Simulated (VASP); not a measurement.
```
CdSe
1.0
    0.00000     3.04718     3.04718
    3.04718     0.00000     3.04718
    3.04718     3.04718     0.00000
Cd Se
1 1
Cartesian
  0.00000   0.00000   0.00000
  1.52359   1.52359   1.52359
```

These are revTPSS meta-GGA, VASP's PBE PAW potentials (set 64) (plane waves; VASP) values and carry that method's errors. Run with 520 eV cut-off, 8×8×8 Γ-centred mesh, Gaussian smearing of 0.050 eV, potentials Cd Se.

Problem. The job: CdSe (zinc blende), 2 atoms, revTPSS, static run, 520 eV, 8×8×8 Γ-centred mesh. Roughly how much core time does it take on a busy server core?

Solution. About 60 core-seconds (one run on a shared machine, a rough figure). It had 29 irreducible k-points, 13 bands, up to 1540 plane waves and 24 electronic steps.

The compound is CdSe in the zinc blende structure, whereas wurtzite is the usual form. This cell is one point of a volume scan, at 0.97 of the reference volume.
